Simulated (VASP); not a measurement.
An input for Ansatz (written as the equivalent of a VASP run, and not itself run):

Ansatz 0.2 input:
```yaml
crystal:
  lattice:
    - [3.7841359, 0.0000000, 0.0000000]
    - [-1.8920680, 3.2771576, 0.0000000]
    - [0.0000000, 0.0000000, 6.1931843]
  atoms:
    - { symbol: Zn, position: [0.3333330, 0.6666670, 0.0000590] }
    - { symbol: Zn, position: [0.6666670, 0.3333330, 0.5000590] }
    - { symbol: S, position: [0.3333330, 0.6666670, 0.3749410] }
    - { symbol: S, position: [0.6666670, 0.3333330, 0.8749410] }
kpoints:
  mp_grid: { grid: [6, 6, 4] }
hamiltonian:
  xc: pbesol
  pseudopotentials: { kind: paw }
scf:
  occupations: { method: gaussian, width: 0.05 }
  max_iter: 100
relax:
  max_steps: 60
  f_tol: 0.02
  cell: {}
output: { forces: true, stress: true, eigenvalues: true }
```

**Question.** Write the VASP files for the same calculation (PBEsol).

**Answer.** One answer among several that fit: 
**POSCAR**
```
ZnS
1.0
  3.7841359114   0.0000000000   0.0000000000
 -1.8920679557   3.2771575867   0.0000000000
  0.0000000000   0.0000000000   6.1931842576
Zn S
2 2
Cart
 -0.0000018921   2.1847728169   0.0003653725
  1.8920698478   1.0923847698   3.0969575013
 -0.0000018921   2.1847728169   2.3220787241
  1.8920698478   1.0923847698   5.4186708529
```

**INCAR**
```
ISIF = 3   ! ions, shape and volume
ENCUT = 400
ISMEAR = 0   ! Gaussian
NELM = 100
EDIFFG = -0.02   ! ionic stop
SYSTEM = ZnS
LWAVE = F
ALGO = Normal   ! blocked Davidson
IBRION = 2   ! conjugate gradients
GGA = PS
EDIFF = 1E-6
LASPH = T   ! aspherical one-centre terms
LMAXMIX = 4   ! l cut-off of mixed one-centre charges
PREC = Accurate
SIGMA = 0.05   ! width (eV)
LREAL = F
NSW = 60   ! most ionic steps
LCHARG = F
```

KPOINTS:
```
Automatic mesh
0
Gamma
6 6 4
0 0 0
```

POTCAR, in this order: Zn S (PBE.64 set). Program: vasp_std.

Limits of the translation: each code has its own PAW files, so the cut-off isn't converted (ENCUT is set for VASP's; basis.ecutwfc is left out, and Ansatz then takes the one that its files recommend); Ansatz stops its SCF on the density residual and VASP on the energy change (EDIFF).

The structure was generated: ZnS was put into the wurtzite type (P6_3mc), which need not be its known phase. This run relaxes it. Symmetry was kept, so distortions that lower it aren't found. The start is the result of an earlier pass.
